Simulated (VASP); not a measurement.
Data:

```yaml
crystal:
  lattice:
    - [0.00000, 2.96684, 2.96684]
    - [2.96684, 0.00000, 2.96684]
    - [2.96684, 2.96684, 0.00000]
  atoms:
    - { symbol: Cd, position: [0.00000, 0.00000, 0.00000] }
    - { symbol: S, position: [0.25000, 0.25000, 0.25000] }
```

Computed with PW91 GGA, VASP's PBE PAW potentials (set 64) (plane waves; VASP 6.6.1). Numerical set-up: 520 eV cut-off, 7×7×7 Γ-centred mesh, Gaussian smearing of 0.050 eV, potentials Cd S.

**Question.** Predict the energy per atom (σ→0), band gap (on the k-mesh) with the smallest direct gap where there is one.

**Answer.** 
| Item | Value |
|---|---|
| band gap (on the k-mesh) | 1.02 eV |
| smallest direct gap (on the k-mesh) | 1.02 eV |
| energy per atom (σ→0) | -3.097 eV/atom |

Total energies compare only between runs with the same potentials, cut-off and functional.

The compound is CdS in the zinc blende structure, a metastable form; wurtzite is the usual one. It was relaxed first, which changed the volume by +6 %. The start is the result of an earlier pass.
